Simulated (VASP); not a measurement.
Energy against volume of Ag (fcc). Level of theory: PW91 GGA, VASP's PBE PAW potentials (set 64) (plane waves; VASP 6.6.1). Run with 520 eV cut-off, 15×15×15 Γ-centred mesh, first-order Methfessel-Paxton smearing of 0.10 eV, potentials Ag.

| V (Å³/atom) | E (eV/atom) |
|---|---|
| 16.755 | -2.72479 |
| 17.290 | -2.74117 |
| 17.825 | -2.74613 |
| 18.359 | -2.74193 |

Q: Fit these four points and predict the energy of the run at 18.894 Å³/atom.

A: A cubic in V^(−2/3), the third-order Birch-Murnaghan form, passes through the four points with V0 = 17.83 Å³/atom and B0 = 91 GPa, and gives -2.7304 eV/atom there. The run gave -2.7306 eV/atom, -0.2 meV/atom from the fit; all five points give B0 = 90 GPa.

The compound is Ag in the fcc structure. It was relaxed first.
